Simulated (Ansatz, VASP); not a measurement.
# Cross-check of FeNi between VASP and Ansatz, part 2 of 2

One calculation is typed for both programs; each brings its own data sets and cutoff. How far apart do they land?

VASP 6.6.1 and Ansatz 0.2.0.

So far. Step 2 (Ansatz: single point, PBEsol): The run ends at a pressure of -8.87 GPa. Step 3 (VASP: single point, PBEsol): The run ends at a pressure of -9.13 GPa.

### Step 6. Ansatz: single point, PBEsol, DFT+U

Level of this step: Ansatz beside VASP: Kohn-Sham DFT, plane waves, PBEsol, DFT+U (Ansatz).

A single point gives forces, pressure and levels at one fixed geometry, so differences don't come from the geometry; what else differs is listed under the comparison.

The input, input.yaml:

```yaml
crystal:
  lattice:
    - [1.2579322376, 0.726267516, 4.1316480627]
    - [-1.2579322376, 0.726267516, 4.1316480627]
    - [0.0, -1.452535032, 4.1316480627]
  atoms:
    - { symbol: Ni, position: [0.5, 0.5, 0.5], spin: 1.0 }
    - { symbol: Fe, position: [0.0, 0.0, 0.0], spin: -3.0 }
hamiltonian:
  xc: pbesol
  pseudopotentials: { kind: paw }
  hubbard:
    sites:
      - { species: Ni, l: d, u_eff: 2.0 }
      - { species: Fe, l: d, u_eff: 2.0 }
magnetization:
  spin_polarized: true
kpoints:
  mp_grid: { grid: [8, 8, 8] }
scf:
  occupations: { method: methfessel_paxton, width: 0.05 }
  n_extra_bands: 8
output:
  forces: true
  stress: true
  eigenvalues: true
```

On the command line:

```bash
ansatz run input.yaml --threads 2 --pin off --max-ram 4608MiB --backend cpu --events-out ev --progress --plain --runs-dir out
```

Numbers of over 12 decimals in the logs are rounded to 6 here.

Log:

```text
[...]
Ni: projections on atomic orbitals take those of the free atom [Ne] 3s2 3p6 3d8 4s2, of charge +0.00 (hamiltonian.pseudopotentials.projection_atoms); the dataset's partial waves leave at most 1.6e-6 of an orbital's norm unspanned inside its sphere
[...]
k-point 1 ↑: bands = [... 13 lower, 16.8628, 17.0373, 17.4668, 18.4794, 18.6544, 20.0840, 20.9614, 25.0826, ... 4 higher]
  k-point 2 ↑: bands = [... 13 lower, 16.8380, 17.0785, 17.6017, 18.3322, 19.2645, 19.8760, 22.6103, 25.8260, ... 4 higher]
  k-point 64 ↓: bands = [... 13 lower, 14.7430, 15.3475, 15.3475, 15.4234, 15.4234, 16.3123, 16.3123, 31.7287, ... 4 higher]
Occupation matrices written to <dir>
[key lines of the parts left out:]
SCF converged after 27 iterations
Magnetization: -3.4354 μB (15.2823 up, 18.7177 down)
Free energy (F): -10251.460817 eV
Fermi energy:    17.937620 eV
P = ⅓ Tr σ = -4.2941 GPa (-42.941 kbar)
```

It took 11 s on 2 threads of Arm Neoverse V1, shared host; peak memory 0.4 GiB.

The run ends at a pressure of -4.29 GPa.

### Step 7. VASP: single point, PBEsol, DFT+U

The same cell, functional, mesh and smearing now go to VASP, with its own data sets and cutoff.

The input, INCAR:

```
SYSTEM = FeNi
PREC = Accurate
ENCUT = 350
EDIFF = 1E-06
NELM = 150
ISMEAR = 1
SIGMA = 0.05
LREAL = .FALSE.
ALGO = Normal
GGA = PS
NBANDS = 18
ISPIN = 2
MAGMOM = 1 -3
LDAU = .TRUE.
LDAUTYPE = 2
LDAUL = 2 2
LDAUU = 2 2
LDAUJ = 0 0
LDAUPRINT = 1
LASPH = .TRUE.
LMAXMIX = 4
LORBIT = 11
LWAVE = .FALSE.
LCHARG = .FALSE.
KPAR = 2
AMIX = 0.2
BMIX = 1E-04
AMIX_MAG = 0.8
BMIX_MAG = 1E-04
NEDOS = 1200
```

The input, POSCAR:

```
FeNi
1.0
    1.2579322376      0.7262675160      4.1316480627
   -1.2579322376      0.7262675160      4.1316480627
    0.0000000000     -1.4525350320      4.1316480627
Ni Fe
1 1
Direct
    0.5000000000      0.5000000000      0.5000000000
    0.0000000000      0.0000000000      0.0000000000
```

The input, KPOINTS:

```
Automatic mesh
0
Gamma
8 8 8
0 0 0
```

Potentials, in the order of the species: Ni and Fe (PBE family, release 64).

On the command line:

```bash
mpirun -np 2 vasp_std
```

Log:

```text
[banner, memory and clock lines left out]
running    2 mpi-ranks, on    1 nodes
[...]
[... a notice as in an earlier step ...]

 LDA part: xc-table for (Slater+PW92), standard interpolation
 POSCAR, INCAR and KPOINTS ok, starting setup
[...]
entering main loop
       N       E                     dE             d eps       ncg     rms          rms(c)
DAV:   1     0.678423992415E+02    0.67842E+02   -0.65823E+03  5064   0.102E+03
DAV:   2    -0.112329960320E+02   -0.79075E+02   -0.71874E+02  4694   0.197E+02
DAV:   3    -0.138114860694E+02   -0.25785E+01   -0.25019E+01  5314   0.459E+01
DAV:   4    -0.138361007581E+02   -0.24615E-01   -0.24602E-01  5530   0.398E+00
[...]
DAV:  17    -0.121572405245E+02   -0.13357E-04   -0.22276E-05  6238   0.578E-02    0.149E-02
DAV:  18    -0.121572448404E+02   -0.43159E-05   -0.23028E-05  4868   0.505E-02    0.116E-02
DAV:  19    -0.121572444760E+02    0.36444E-06   -0.36295E-06  3506   0.240E-02
   1 F= -.12157244E+02 E0= -.12157213E+02  d E =-.956341E-04  mag=    -3.4764
```

OUTCAR, selected parts (step 7):

```text
  Total       -0.9981665     -0.9981665     -1.1790365      0.0000000     -0.0000000      0.0000000
  in kB      -70.6130778    -70.6130778    -83.4083265      0.0000000     -0.0000000      0.0000000
  external PRESSURE =     -74.8781607 kB  Pullay stress =       0.0000000 kB

 POSITION                                       TOTAL-FORCE (eV/Angst)
 -----------------------------------------------------------------------------------
      0.00000      0.00000      6.19747         0.000000     -0.000000     -0.000000
      0.00000      0.00000      0.00000         0.000000      0.000000      0.000000
 -----------------------------------------------------------------------------------
    total drift:                                0.000000     -0.000000      0.000000

  FREE ENERGIE OF THE ION-ELECTRON SYSTEM (eV)
  ---------------------------------------------------
  free  energy   TOTEN  =       -12.1572444760 eV

  energy  without entropy=      -12.1571488419  energy(sigma->0) =      -12.15721260

 magnetization (x)
# of ion       s       p       d       tot
------------------------------------------
    1        0.022   0.058  -0.685  -0.605
    2        0.009   0.033  -2.949  -2.906
--------------------------------------------------
tot          0.031   0.092  -3.633  -3.511

[... 2 parts as in an earlier step ...]

[... 1 further part left out ...]
[key lines of the parts left out:]
E-fermi :   7.3773
```

The run ends at a pressure of -7.49 GPa.

### Step 8. Comparison

What differs besides the data sets and the points named for the pairs above, as far as they apply: U acts on the PAW sphere in VASP and on atomic orbitals in Ansatz, so only states and trends compare. Total energies have different zeros and are not compared.

The two programs side by side:

```csv
quantity,Ansatz,VASP,difference
pressure (GPa),-4.29,-7.49,+3.19
pressure without Ansatz's Pulay correction (GPa),-4.37,-7.49,+3.11
total moment (μB),-3.44,-3.48,+0.04
moment on Fe2 (μB),-2.88,-2.91,+0.02
moment on Ni1 (μB),-0.63,-0.60,-0.02
```

Ansatz's pressure holds a Pulay correction of 0.08 GPa; VASP's holds none.

### Step 9. Outcome

| Item | Value |
| --- | --- |
| difference in total moment (single point, PBEsol) | -5.3e-4 μB |
| difference in total moment (single point, PBEsol, DFT+U) | 0.041 μB |
| difference in pressure (single point, PBEsol, DFT+U) | 3.2 GPa |

What this shows: The difference in pressure is 3.2 GPa (single point, PBEsol, DFT+U). Single point, PBEsol, Ansatz's all-electron LAPW method: the difference in total moment goes from -5.3e-4 to -2.4e-4 μB. How closely two codes agree says nothing of how well the functional describes the real material.

[Lines on the potential files, build, host, timing and source positions are cut from VASP's logs without a mark.]

[Logs are printed without paths, hosts, clocks, repeated set-up lines and the standing remarks that a program may print on its own settings, such as how far it seeks lower states.]

[Hosts, paths, dates, database ids (printed as entryN), source tags and the programs' standing remarks are cut or masked in the printed files.]
